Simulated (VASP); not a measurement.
GaAs:

```xyz
2
Lattice="0.0000 2.8350 2.8350 2.8350 0.0000 2.8350 2.8350 2.8350 0.0000" Properties=species:S:1:pos:R:3 pbc="T T T"
Ga    0.0000    0.0000    0.0000
As    1.4175    1.4175    1.4175
```

The cell was built by a generator and needn't be a form met in nature.

- Program: VASP 6.6.1
- Task: relaxation of cell and atoms
- Functional: LDA
- Potentials or basis: VASP PAW LDA potentials, release 64 (Ga_d, As)
- Cutoff: 600 eV
- k mesh: 10 × 10 × 10
- Occupations: gaussian, width 0.02 eV
- Spin: no spin polarisation

At the start: pressure -2.2 GPa; volume 22.79 Å³/atom.

Problem. Where does the relaxation end?

Solution. Over 3 steps the energy falls by 5.0 meV/atom and the volume is 22.08 Å³/atom (-3.1 %); space group F-43m (No. 216, to 0.05 Å).

Step by step:
```csv
step,energy change (eV),largest force (eV/Å),pressure (GPa),volume (Å³)
1,0.0000,0.0000,-2.19,45.57
2,-0.0080,0.0000,1.03,43.55
3,-0.0100,0.0000,0.02,44.15
```

Final structure:
```
CELL_PARAMETERS angstrom
0.00000 2.80526 2.80526
2.80526 0.00000 2.80526
2.80526 2.80526 0.00000
ATOMIC_POSITIONS crystal
Ga 0.00000 0.00000 0.00000
As 0.25000 0.25000 0.25000
```
